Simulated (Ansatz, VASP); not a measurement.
Two plane-wave programs on P3C

```
P C
1.0
     5.35757   -3.08747    0.05653
     5.35757    3.08747    0.05653
    -1.73974    0.00000    4.60720
P C
6 2
Direct
  0.60434 0.60434 0.13822
  0.39566 0.39566 0.86178
  0.62083 0.10536 0.13992
  0.10536 0.62083 0.13992
  0.37917 0.89464 0.86008
  0.89464 0.37917 0.86008
  0.06075 0.06075 0.97483
  0.93925 0.93925 0.02517
```

Alike in both runs: functional PBE; k mesh 3 × 3 × 4; occupations gaussian, width 0.2 eV; no spin polarisation.

Ansatz relaxed the structure, and its values are those at the end. VASP's run is a single point on that final structure, the one shown.

|  | VASP | Ansatz |
| --- | --- | --- |
| version | VASP 6.6.1 | Ansatz 0.2.0 |
| potentials or method | VASP PAW PBE potentials, release 64 (P, C) | scalar-relativistic, plane waves, PAW |
| plane-wave cutoff (eV) | 520 | 420 |
| valence electrons in the cell | 38 | 38 |

```tsv
	VASP	Ansatz	Ansatz less VASP
gap on the k mesh at the Fermi level (eV)	0.70	0.67	-0.035
least direct gap on the mesh (eV)	0.78	0.76	-0.012
pressure (GPa)	-0.1	0.2	+0.29
rms of the force components (eV/Å)	0.046	0.038	-0.0083
```

Caveats: an odd mesh through Γ misses points on the zone boundary, where band edges often lie; this functional lacks dispersion, which binds the layers, so the pressure and a relaxed spacing across them are unreliable. As with any semilocal functional, this PBE gap is likely too small.
